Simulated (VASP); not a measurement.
All values below come from PBEsol GGA, VASP's PBE PAW potentials (set 64) (plane waves; VASP).

Input for VASP

**POSCAR**
```
Fe
1
   -1.3845401224     1.3845401224     1.3914976104
    1.3845401224    -1.3845401224     1.3914976104
    1.3845401224     1.3845401224    -1.3914976104
Fe
1
Direct
  0.0000000000   0.0000000000   0.0000000000
```

INCAR:
```
! general
SYSTEM =Fe
PREC   =Accurate
ENCUT  =480
LREAL  =.FALSE.
LASPH  =.TRUE.

! electronic loop
EDIFF  =1E-7
NELM   =100
ALGO   =Normal
LMAXMIX=4

! smearing
ISMEAR =1
SIGMA  =0.1

! functional
GGA    =PS

! spin
ISPIN  =2
MAGMOM =2.1

! ions
ISIF   =2

! output
LWAVE  =.FALSE.
LCHARG =.FALSE.
LORBIT =10
```

KPOINTS:
```
Automatic mesh
0
Gamma
16 16 16
0 0 0
```

POTCAR, in this order: Fe (PBE.64 set). Program: vasp_std.

The resulting files:

OSZICAR:
```
       N       E                     dE             d eps       ncg     rms          rms(c)
DAV:   1     0.130253195465E+02    0.13025E+02   -0.39322E+03 13261   0.102E+03
DAV:   2    -0.986213899522E+01   -0.22887E+02   -0.21494E+02 12721   0.124E+02
DAV:   3    -0.101409450403E+02   -0.27881E+00   -0.27702E+00 13999   0.188E+01
DAV:   4    -0.101421930630E+02   -0.12480E-02   -0.12479E-02 13805   0.116E+00
DAV:   5    -0.101422035953E+02   -0.10532E-04   -0.10534E-04 13625   0.964E-02    0.128E+01
DAV:   6    -0.898562457523E+01    0.11566E+01   -0.13036E+01 13249   0.592E+01    0.493E+00
DAV:   7    -0.893236169598E+01    0.53263E-01   -0.62415E-01 13280   0.127E+01    0.315E+00
DAV:   8    -0.892352430562E+01    0.88374E-02   -0.58233E-03 15621   0.648E-01    0.144E+00
DAV:   9    -0.891500451631E+01    0.85198E-02   -0.54337E-03 15789   0.609E-01    0.362E-01
DAV:  10    -0.891497748808E+01    0.27028E-04   -0.78105E-04 14654   0.332E-01    0.112E-01
DAV:  11    -0.891496753164E+01    0.99564E-05   -0.10573E-04 13303   0.156E-01    0.261E-02
DAV:  12    -0.891496813276E+01   -0.60112E-06   -0.21604E-06 13053   0.218E-02    0.978E-03
DAV:  13    -0.891496885376E+01   -0.72100E-06   -0.89952E-07 13156   0.111E-02    0.562E-03
DAV:  14    -0.891496873585E+01    0.11791E-06   -0.11721E-07  6475   0.471E-03    0.554E-04
DAV:  15    -0.891496872625E+01    0.95977E-08   -0.32721E-09  6342   0.935E-04
   1 F= -.89149687E+01 E0= -.89148066E+01  d E =-.486255E-03  mag=     2.0732
```

**OUTCAR**
```
------------------------ aborting loop because EDIFF is reached ----------------------------------------
  FORCE on cell =-STRESS in cart. coord.  units (eV):
  Direction    XX          YY          ZZ          XY          YZ          ZX
  --------------------------------------------------------------------------------------
  Total        0.2132101      0.2132101      0.1513187      0.0000000      0.0000000      0.0000000
  in kB       32.0158378     32.0158378     22.7221637      0.0000000      0.0000000      0.0000000
  external PRESSURE =      28.9179464 kB  Pullay stress =       0.0000000 kB
  volume of cell :       10.67
      direct lattice vectors                 reciprocal lattice vectors
    -1.384540122  1.384540122  1.391497610     0.000000000  0.361130741  0.359325087
     1.384540122 -1.384540122  1.391497610     0.361130741  0.000000000  0.359325087
     1.384540122  1.384540122 -1.391497610     0.361130741  0.361130741  0.000000000
 POSITION                                       TOTAL-FORCE (eV/Angst)
 -----------------------------------------------------------------------------------
      0.00000      0.00000      0.00000        -0.000000      0.000000      0.000000
 -----------------------------------------------------------------------------------
    total drift:                                0.000000     -0.000000      0.000000
  FREE ENERGIE OF THE ION-ELECTRON SYSTEM (eV)
  ---------------------------------------------------
  free  energy   TOTEN  =        -8.9149687262 eV

  energy  without entropy=       -8.9144824712  energy(sigma->0) =       -8.91480664

 total charge

# of ion       s       p       d       tot
------------------------------------------
    1        0.518   0.602   6.291   7.412

 magnetization (x)

# of ion       s       p       d       tot
------------------------------------------
    1       -0.012  -0.047   2.110   2.052
```
(Selected blocks of OUTCAR.)

The compound is Fe in the bcc structure. This cell was strained or had an atom moved on purpose.
